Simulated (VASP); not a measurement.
Calculation: PBE GGA, VASP's PBE PAW potentials (set 64) (plane waves; VASP).

Input for VASP

KPOINTS:
```
Automatic
0
Gamma
  11 11 11
```

**INCAR**
```
ALGO  =  Normal   # blocked Davidson
ISIF  =  2   # forces and stress, cell fixed
PREC  =  Accurate
LREAL  =  .False.
GGA  =  PE
LCHARG  =  .False.
LMAXMIX  =  4
LWAVE  =  .False.
ENCUT  =  240   # plane-wave cut-off (eV)
SYSTEM  =  FeAl
NELM  =  100   # most electronic steps
SIGMA  =  0.1   # width (eV)
EDIFF  =  1E-6   # SCF stop (eV)
LASPH  =  .True.
ISMEAR  =  0
```

File POSCAR:
```
FeAl
1
    2.9105820000     0.0000000000     0.0000000000
    0.0000000000     2.9105820000     0.0000000000
    0.0000000000     0.0000000000     2.9105820000
Al Fe
1 1
Direct
  0.5000000000   0.5000000000   0.5000000000
  0.0000000000   0.0000000000   0.0000000000
```

POTCAR, in this order: Al Fe (PBE.64 set). Program: vasp_std.

At this cut-off the stress carries a Pulay error, which pulls relaxed volumes low.

Predict the energy per atom (σ→0), pressure, band gap (on the k-mesh).

| Item | Result |
|---|---|
| energy per atom (σ→0) | -6.273 eV/atom |
| band gap (on the k-mesh) | none (metal, semimetal or under 0.01 eV) |
| pressure | -14.13 GPa |

**OSZICAR**
```
...
DAV:   6    -0.168361679694E+02   -0.22684E+01   -0.79119E+01  1080   0.110E+02    0.184E+01
DAV:   7    -0.125953248917E+02    0.42408E+01   -0.39300E+01  1068   0.677E+01    0.241E+00
DAV:   8    -0.125675219003E+02    0.27803E-01   -0.21679E-01  1056   0.485E+00    0.134E+00
DAV:   9    -0.125546767574E+02    0.12845E-01   -0.37956E-02  1162   0.241E+00    0.314E-01
DAV:  10    -0.125542664983E+02    0.41026E-03   -0.99496E-04  1157   0.353E-01    0.131E-01
DAV:  11    -0.125542517394E+02    0.14759E-04   -0.16641E-05  1104   0.416E-02    0.112E-02
DAV:  12    -0.125542515273E+02    0.21210E-06   -0.12964E-06   672   0.113E-02
   1 F= -.12554252E+02 E0= -.12546088E+02  d E =-.163273E-01
```

The structure is a typed FeAl crystal. The cell was not relaxed at this level. The run is one of a series of settings (ENCUT = 240 against the base run), some of them coarse on purpose. The run is not spin-polarised, so no magnetic state was tried. The electron count is odd and the run is not spin-polarised, which forces a metal.
